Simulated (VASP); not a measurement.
Input:

```xyz
2
Lattice="0.0000 1.7679 1.7679 1.7679 0.0000 1.7679 1.7679 1.7679 0.0000" Properties=species:S:1:pos:R:3 pbc="T T T"
C      1.7679     1.7679     1.7679
C      2.6518     2.6518     2.6518
```

These are LDA (Ceperley-Alder, Perdew-Zunger), VASP's LDA PAW potentials (set 64) (plane waves; VASP) values and carry that method's errors. Run with 520 eV cut-off, 14×14×14 Γ-centred mesh, tetrahedra with Blöchl corrections, potentials C.

**Question.** What does the run give for the energy per atom (σ→0)?

**Answer.** 
```json
{
 "energy per atom (σ→0)": "-10.123 eV/atom"
}
```

The absolute energy has meaning only against runs of the same code, potentials and settings.

The structure comes from a computed database's C entry (Fd-3m); how it stands against other phases isn't given here. It was relaxed first.
